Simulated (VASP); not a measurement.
```xyz
8
Lattice="-0.0252 5.8329 5.8813 5.8329 -0.0252 5.8813 2.9039 2.9039 0.0000" Properties=species:S:1:pos:R:3 pbc="T T T"
Cd     5.8078     5.8078    11.7232
Te     1.4519     1.4519     1.7265
Te     4.2564     1.5514     4.2998
Te     1.5514     4.2564     4.2998
Te     4.3558     4.3558     7.3495
Be     5.8227     2.8890     2.9470
Be     2.8890     5.8227     2.9470
Be     2.9039     2.9039     5.8762
```

These are PBEsol GGA, VASP's PBE PAW potentials (set 64) (plane waves; VASP) values and carry that method's errors. Numerical set-up: 400 eV cut-off, Gaussian smearing of 0.050 eV, potentials Cd Te Be.

Unless said otherwise, spin-orbit coupling is left out, though it shifts the bands of the heavy elements here.

Q: Give the energies of bands 12 to 25 at the high-symmetry points, in eV from the valence-band maximum.

A: 
| band | Γ | Y | C0 | Z | A0 | T | S | R |
|---|---|---|---|---|---|---|---|---|
| 12 | -5.26 | -3.52 | -3.88 | -4.58 | -5.07 | -5.25 | -3.72 | -4.97 |
| 13 | -2.88 | -3.36 | -3.84 | -4.45 | -4.99 | -5.20 | -3.44 | -4.83 |
| 14 | -2.87 | -3.22 | -3.29 | -3.80 | -3.04 | -2.91 | -3.20 | -3.32 |
| 15 | -1.72 | -3.00 | -2.52 | -3.52 | -2.95 | -2.88 | -2.99 | -3.23 |
| 16 | -1.54 | -2.25 | -2.24 | -3.45 | -2.81 | -2.80 | -2.44 | -3.15 |
| 17 | -1.45 | -2.19 | -2.07 | -3.41 | -2.76 | -2.78 | -2.18 | -2.99 |
| 18 | -1.23 | -1.82 | -2.06 | -3.34 | -2.31 | -1.76 | -1.26 | -2.45 |
| 19 | -0.38 | -1.75 | -1.59 | -2.89 | -1.75 | -1.29 | -1.23 | -2.40 |
| 20 | -0.30 | -1.43 | -1.55 | -1.74 | -1.44 | -1.17 | -0.67 | -1.97 |
| 21 | 0.00 | -0.68 | -0.52 | -1.12 | -1.34 | -1.00 | -0.34 | -1.67 |
| 22 | 1.59 | 2.06 | 2.40 | 2.92 | 1.73 | 1.48 | 2.29 | 2.21 |
| 23 | 2.08 | 2.33 | 2.60 | 3.39 | 2.02 | 1.69 | 2.43 | 2.26 |
| 24 | 2.28 | 2.95 | 2.79 | 4.48 | 2.14 | 1.70 | 2.44 | 2.68 |
| 25 | 2.34 | 3.23 | 3.53 | 4.55 | 2.69 | 2.19 | 2.99 | 2.80 |

The gap is indirect, 1.48 eV, from the valence maximum at Γ to the conduction minimum at T.

The structure was generated: Be3CdTe4 was put into an ordered model structure (Amm2), which need not be its known phase. It was relaxed first.
